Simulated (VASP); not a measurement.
These are PBEsol GGA, VASP's PBE PAW potentials (set 64) (plane waves; VASP 6.6.1) values and carry that method's errors.

A VASP calculation is set up with these files.

POSCAR:
```
Cs
1
   -3.0019723340     3.0019723340     3.0019723340
    3.0019723340    -3.0019723340     3.0019723340
    3.0019723340     3.0019723340    -3.0019723340
Cs
1
Direct
  0.0000000000   0.0000000000   0.0000000000
```

INCAR:
```
SYSTEM = Cs
PREC = Accurate
ENCUT = 400
EDIFF = 1E-8
NELM = 100
ALGO = Normal
LREAL = .FALSE.
LASPH = .TRUE.
ISMEAR = 1
SIGMA = 0.1
GGA = PS
LMAXMIX = 4
LWAVE = .FALSE.
LCHARG = .FALSE.
IBRION = 1
ISIF = 2
NSW = 30
EDIFFG = -0.001
```

File KPOINTS:
```
kpoints
0
Gamma
8 8 8
```

POTCAR, in this order: Cs_sv (PBE.64 set). Program: vasp_std.

Output

OSZICAR:
```
       N       E                     dE             d eps       ncg     rms          rms(c)
DAV:   1     0.506286848118E+02    0.50629E+02   -0.25848E+03   464   0.635E+02
DAV:   2     0.331388665542E+01   -0.47315E+02   -0.46737E+02   608   0.117E+02
DAV:   3    -0.889368914724E+00   -0.42033E+01   -0.42029E+01   496   0.421E+01
DAV:   4    -0.936477626049E+00   -0.47109E-01   -0.47108E-01   856   0.534E+00
DAV:   5    -0.936506274105E+00   -0.28648E-04   -0.28648E-04   568   0.821E-02    0.131E-01
DAV:   6    -0.936184759941E+00    0.32151E-03   -0.12413E-03   784   0.206E-01    0.897E-02
DAV:   7    -0.936356134930E+00   -0.17137E-03   -0.31105E-03   600   0.345E-01    0.338E-02
DAV:   8    -0.936415414339E+00   -0.59279E-04   -0.99144E-05   640   0.845E-02    0.511E-03
DAV:   9    -0.936416687439E+00   -0.12731E-05   -0.29363E-06   776   0.109E-02    0.288E-03
DAV:  10    -0.936416284922E+00    0.40252E-06   -0.68036E-07   680   0.510E-03    0.387E-04
DAV:  11    -0.936416324879E+00   -0.39957E-07   -0.14873E-08   688   0.870E-04    0.177E-04
DAV:  12    -0.936416349515E+00   -0.24635E-07   -0.35895E-09   528   0.402E-04    0.233E-05
DAV:  13    -0.936416348749E+00    0.76545E-09   -0.61748E-11   400   0.599E-05
   1 F= -.93641635E+00 E0= -.93542904E+00  d E =-.936416E+00
```

File OUTCAR:
```
------------------------ aborting loop because EDIFF is reached ----------------------------------------
  FORCE on cell =-STRESS in cart. coord.  units (eV):
  Direction    XX          YY          ZZ          XY          YZ          ZX
  --------------------------------------------------------------------------------------
  Total       -0.0001981     -0.0001981     -0.0001981     -0.0000000      0.0000000     -0.0000000
  in kB       -0.0029327     -0.0029327     -0.0029327     -0.0000000      0.0000000     -0.0000000
  external PRESSURE =      -0.0029327 kB  Pullay stress =       0.0000000 kB
  volume of cell :      108.21
      direct lattice vectors                 reciprocal lattice vectors
    -3.001972334  3.001972334  3.001972334     0.000000000  0.166557165  0.166557165
     3.001972334 -3.001972334  3.001972334     0.166557165  0.000000000  0.166557165
     3.001972334  3.001972334 -3.001972334     0.166557165  0.166557165  0.000000000
 POSITION                                       TOTAL-FORCE (eV/Angst)
 -----------------------------------------------------------------------------------
      0.00000      0.00000      0.00000        -0.000000      0.000000     -0.000000
 -----------------------------------------------------------------------------------
    total drift:                                0.000000     -0.000000      0.000000
  FREE ENERGIE OF THE ION-ELECTRON SYSTEM (eV)
  ---------------------------------------------------
  free  energy   TOTEN  =        -0.9364163487 eV

  energy  without entropy=       -0.9334544158  energy(sigma->0) =       -0.93542904

 reached required accuracy - stopping structural energy minimisation
```
(Selected blocks of OUTCAR.)

The compound is Cs in the bcc structure. It was relaxed first. The start is the result of an earlier pass.
